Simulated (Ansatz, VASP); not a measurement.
# P (black phosphorene bilayer, AB) in two plane-wave programs, part 2 of 2

Aim: how closely do two programs agree when they are given the same cell, functional and k mesh? Of the first pair: The structure shown is the start of the Ansatz relaxation below; VASP solves that cell, so the two are compared at the walk's first step.

VASP 6.6.1 and Ansatz 0.2.0.

So far: The structure; Ansatz: relaxation, PBE with D3(BJ); VASP: single point, PBE with D3(BJ), start cell, pair 1.

### Step 4. Differences

Known differences besides the potentials themselves: Ansatz cuts the interaction across the vacuum, VASP repeats the sheet with a dipole correction (LDIPOL); the cutoff is 420 eV in Ansatz and 400 eV in VASP. Total energies have different zeros and are not compared.

Forces (eV/Å; atoms numbered as in POSCAR):

```
atom        Ansatz x, y, z          VASP x, y, z
  P1  -0.058, 0.000, 1.075  -0.020, 0.000, 1.107
  P2  0.143, 0.000, -0.774  0.115, 0.000, -0.741
  P3  0.111, 0.000, -0.979  0.071, 0.000, -1.013
  P4  -0.214, 0.000, 0.864  -0.184, 0.000, 0.830
  P5  -0.111, 0.000, 0.979  -0.071, 0.000, 1.013
  P6  0.214, 0.000, -0.864  0.184, 0.000, -0.830
  P7  0.058, 0.000, -1.075  0.020, 0.000, -1.107
  P8  -0.143, 0.000, 0.774  -0.115, 0.000, 0.741
```

The forces differ by 28 meV/Å r.m.s., which is 5.1 % of the r.m.s. force of 0.543 eV/Å (both taken over all components). Where the cell holds vacuum, a pressure given here is an average over it and none of the material.

### Step 5. Ansatz: relaxation, PBE with D3(BJ)

This run makes the geometry at which the two programs are then compared.

The structure compared here is the end of the Ansatz relaxation.

This is the run of step 2 again, met here at its other cell.

### Step 6. VASP: single point, PBE with D3(BJ), relaxed cell, pair 2

The same cell, functional, mesh and smearing now go to VASP, with its own data sets.

Contents of INCAR:

```
SYSTEM = P
PREC = Accurate
ENCUT = 400
EDIFF = 1E-06
NELM = 120
ISMEAR = -1
SIGMA = 0.05
LREAL = .FALSE.
ALGO = Normal
GGA = PE
IVDW = 12
NBANDS = 28
LORBIT = 11
LWAVE = .FALSE.
LCHARG = .FALSE.
ISIF = 2
LDIPOL = .TRUE.
IDIPOL = 3
DIPOL = 0.5 0.5 0.5
LVHAR = .TRUE.
LASPH = .TRUE.
GGA_COMPAT = .FALSE.
NELMDL = -8
KPAR = 2
```

Contents of POSCAR:

```
P
1.0
    4.3201095646      0.0000000000      0.0000000000
    0.0000000000      3.3061795028      0.0000000000
    0.0000000000      0.0000000000     46.3800000010
P
8
Direct
    0.0794160325      0.0000000000      0.4219692311
    0.4226890444      0.5000000000      0.4219806975
    0.9233986567      0.0000000000      0.4682080897
    0.5786526791      0.5000000000      0.4682217064
    0.0766013433      0.5000000000      0.5317919103
    0.4213473209      0.0000000000      0.5317782936
    0.9205839675      0.5000000000      0.5780307689
    0.5773109556      0.0000000000      0.5780193025
```

Contents of KPOINTS:

```
Automatic mesh
0
Gamma
8 10 1
0 0 0
```

Potentials, in the order of the species: P (PBE family, release 64).

On the command line:

```console
$ mpirun -np 2 vasp_std
```

Numbers of over 12 decimals in the logs are rounded to 6 here.

Output:

```text
[... set-up lines as in an earlier step ...]
 entering main loop
       N       E                     dE             d eps       ncg     rms          rms(c)
DAV:   1     0.276266073479E+03    0.27627E+03   -0.11018E+04  1728   0.813E+02
DAV:   2    -0.525398995682E+01   -0.28152E+03   -0.27057E+03  2600   0.178E+02
DAV:   3    -0.420831395112E+02   -0.36829E+02   -0.36603E+02  2024   0.719E+01
DAV:   4    -0.431681897256E+02   -0.10851E+01   -0.10800E+01  2396   0.155E+01
[...]
DAV:  26    -0.428469668283E+02   -0.18676E-05   -0.45699E-08  1248   0.426E-04    0.187E-04
DAV:  27    -0.428469678658E+02   -0.10375E-05   -0.11439E-08  1064   0.241E-04    0.961E-05
DAV:  28    -0.428469682753E+02   -0.40955E-06   -0.36156E-09   996   0.167E-04
   1 F= -.45375489E+02 E0= -.45374231E+02  d E =-.251570E-02
```

Parts of OUTCAR (step 6):

```text
 Edisp (eV)   -2.52852

  Total      -0.29185    -0.28839    -0.33460     0.00000     0.00000     0.00214
  in kB      -0.70585    -0.69749    -0.80926     0.00000     0.00000     0.00517
  external pressure =       -0.74 kB  Pullay stress =        0.00 kB

 POSITION                                       TOTAL-FORCE (eV/Angst)
 -----------------------------------------------------------------------------------
      0.34309      0.00000     19.57093         0.034000      0.000000      0.038635
      1.82606      1.65309     19.57146        -0.034215      0.000000      0.038764
      3.98918      0.00000     21.71549        -0.039683      0.000000     -0.041270
      2.49984      1.65309     21.71612         0.039400      0.000000     -0.041121
      0.33093      1.65309     24.66451         0.039683      0.000000      0.041270
      1.82027      0.00000     24.66388        -0.039400      0.000000      0.041121
      3.97702      1.65309     26.80907        -0.034000      0.000000     -0.038635
      2.49405      0.00000     26.80854         0.034215      0.000000     -0.038764
 -----------------------------------------------------------------------------------
    total drift:                                0.000000     -0.000000     -0.000000

  FREE ENERGIE OF THE ION-ELECTRON SYSTEM (eV)
  ---------------------------------------------------
  free  energy   TOTEN  =       -45.3754893053 eV

  energy  without entropy=      -45.3729736069  energy(sigma->0) =      -45.37423146

[... 1 part as in an earlier step ...]

[... 2 further parts left out ...]
[key lines of the parts left out:]
E-fermi :  -1.8316
```

### Step 7. Differences

Compared:

```
              quantity  Ansatz   VASP  difference
gap on the k mesh (eV)   0.092  0.109      -0.017
```

Forces (eV/Å; atoms numbered as in POSCAR):

```
atom         Ansatz x, y, z           VASP x, y, z
  P1   -0.001, 0.000, 0.000    0.034, 0.000, 0.039
  P2    0.001, 0.000, 0.000   -0.034, 0.000, 0.039
  P3   -0.001, 0.000, 0.001  -0.040, 0.000, -0.041
  P4    0.001, 0.000, 0.001   0.039, 0.000, -0.041
  P5   0.001, 0.000, -0.001    0.040, 0.000, 0.041
  P6  -0.001, 0.000, -0.001   -0.039, 0.000, 0.041
  P7    0.001, 0.000, 0.000  -0.034, 0.000, -0.039
  P8   -0.001, 0.000, 0.000   0.034, 0.000, -0.039
```

The forces differ by 32 meV/Å r.m.s., where the r.m.s. force is 0.001 eV/Å in Ansatz and 0.031 eV/Å in VASP: the atoms lie near their places of rest in Ansatz, so a percentage would say little (all taken over all components). A gap on the mesh is an upper bound, since the band edges may lie between its points. Where the cell holds vacuum, a pressure given here is an average over it and none of the material.

### Step 8. Outcome

* r.m.s. force difference (single point, PBE with D3(BJ), start cell, pair 1): 5.1 % of the r.m.s. force
* r.m.s. force difference (single point, PBE with D3(BJ), relaxed cell, pair 2): 32 meV/Å

The r.m.s. force difference is 32 meV/Å (single point, PBE with D3(BJ), relaxed cell, pair 2), beyond the 12 meV/Å picked in this series as the mark of a large difference. What causes the difference of the single point, PBE with D3(BJ), start cell, pair 1 pair stays open here. What causes the difference of the single point, PBE with D3(BJ), relaxed cell, pair 2 pair stays open here. Such differences can come from data sets, numerical settings and the points named under the comparisons, not from the functional's error against experiment.

[Lines on the potential files, build, host, timing and source positions are cut from VASP's logs without a mark.]

[Logs are printed without paths, hosts, clocks, repeated set-up lines and the standing remarks that a program may print on its own settings, such as how far it seeks lower states.]

[Hosts, paths, dates, database ids (printed as entryN), source tags and the programs' standing remarks are cut or masked in the printed files.]
